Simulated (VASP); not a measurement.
Given:

```xyz
2
Lattice="0.0000 2.4389 2.4389 2.4389 0.0000 2.4389 2.4389 2.4389 0.0000" Properties=species:S:1:pos:R:3 pbc="T T T"
Be     2.4389     0.0000     2.4389
S      1.2195     1.2195     1.2195
```

Calculation: HSEsol screened hybrid, VASP's PBE PAW potentials (set 64) (plane waves; VASP 6.6.1). Settings: 520 eV cut-off, 8×8×8 Γ-centred mesh, Gaussian smearing of 0.050 eV, potentials Be S.

Question: Predict the energy per atom (σ→0), pressure, band gap (over the mesh, the named points and PBE's band edges) with the smallest direct gap where there is one.

Answer: 
band gap (over the mesh, the named points and PBE's band edges): 3.98 eV
smallest direct gap (over the mesh, the named points and PBE's band edges): 6.75 eV
energy per atom (σ→0): -5.897 eV/atom
pressure: -2.96 GPa

Total energies compare only between runs with the same potentials, cut-off and functional.

The compound is BeS in the zinc blende structure. It was relaxed first.
